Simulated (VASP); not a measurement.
Calculation: PBE GGA, VASP's PBE PAW potentials (set 64) (plane waves; VASP).

Input for VASP

INCAR:
```
LWAVE = .False.
ENCUT = 480
ISMEAR = 1
NELM = 100   # most electronic steps
LREAL = .False.   # projection in real space or not
EDIFF = 1E-7
SIGMA = 0.1
LCHARG = .False.
ALGO = Normal
LASPH = .True.
PREC = Accurate
LMAXMIX = 4   # l cut-off of mixed one-centre charges
GGA = PE   # PBE
ISIF = 2   # forces and stress, cell fixed
SYSTEM = As
```

**KPOINTS**
```
Automatic mesh
0
Gamma
10 10 10
0 0 0
```

**POSCAR**
```
As
1
    3.7300460666    -1.9098316050    -0.0026906552
    3.7300460666     1.9098316050    -0.0026906552
    2.7544675087     0.0000000000     3.1581029982
As
2
Direct
  0.2270880827   0.2270880827   0.2270880827
  0.7729119173   0.7729119173   0.7729119173
```

POTCAR, in this order: As (PBE.64 set). Program: vasp_std.

Output of the run:

**OSZICAR**
```
       N       E                     dE             d eps       ncg     rms          rms(c)
DAV:   1     0.291616659717E+02    0.29162E+02   -0.40468E+03  2088   0.854E+02
DAV:   2    -0.817677239607E+01   -0.37338E+02   -0.35816E+02  3178   0.118E+02
DAV:   3    -0.935214349501E+01   -0.11754E+01   -0.11724E+01  2477   0.256E+01
DAV:   4    -0.935801460311E+01   -0.58711E-02   -0.58686E-02  2532   0.190E+00
DAV:   5    -0.935802999328E+01   -0.15390E-04   -0.15390E-04  2340   0.954E-02    0.311E+00
DAV:   6    -0.935016029732E+01    0.78697E-02   -0.50227E-03  2393   0.574E-01    0.187E+00
DAV:   7    -0.934629194376E+01    0.38684E-02   -0.11067E-02  2159   0.880E-01    0.906E-02
DAV:   8    -0.934642264774E+01   -0.13070E-03   -0.42790E-04  2183   0.154E-01    0.341E-02
DAV:   9    -0.934647269406E+01   -0.50046E-04   -0.76507E-05  2306   0.697E-02    0.102E-02
DAV:  10    -0.934647225323E+01    0.44082E-06   -0.64619E-06  2474   0.170E-02    0.368E-03
DAV:  11    -0.934647220230E+01    0.50935E-07   -0.10095E-06  2174   0.781E-03    0.146E-03
DAV:  12    -0.934647235280E+01   -0.15050E-06   -0.54423E-08  1263   0.168E-03    0.285E-04
DAV:  13    -0.934647238487E+01   -0.32066E-07   -0.17455E-08  1082   0.105E-03
   1 F= -.93464724E+01 E0= -.93463891E+01  d E =-.249943E-03
```

File OUTCAR:
```
------------------------ aborting loop because EDIFF is reached ----------------------------------------
  FORCE on cell =-STRESS in cart. coord.  units (eV):
  Direction    XX          YY          ZZ          XY          YZ          ZX
  --------------------------------------------------------------------------------------
  Total        0.0204941     -0.0061591     -0.0036200      0.0000000      0.0000000      0.0082265
  in kB        0.7292904     -0.2191740     -0.1288188      0.0000000      0.0000000      0.2927434
  external PRESSURE =       0.1270992 kB  Pullay stress =       0.0000000 kB
  volume of cell :       45.02
      direct lattice vectors                 reciprocal lattice vectors
     3.730046067 -1.909831605 -0.002690655     0.133962319 -0.261803187 -0.116840665
     3.730046067  1.909831605 -0.002690655     0.133962319  0.261803187 -0.116840665
     2.754467509  0.000000000  3.158102998     0.000228268  0.000000000  0.316446691
 POSITION                                       TOTAL-FORCE (eV/Angst)
 -----------------------------------------------------------------------------------
      2.31960      0.00000      0.71595        -0.003982      0.000000     -0.001229
      7.89495      0.00000      2.43678         0.003982      0.000000      0.001229
 -----------------------------------------------------------------------------------
    total drift:                               -0.000000     -0.000000     -0.000000
  FREE ENERGIE OF THE ION-ELECTRON SYSTEM (eV)
  ---------------------------------------------------
  free  energy   TOTEN  =        -9.3464723849 eV

  energy  without entropy=       -9.3462224414  energy(sigma->0) =       -9.34638907
```
(Selected blocks of OUTCAR.)

The compound is As in the a7 structure. It was relaxed first.
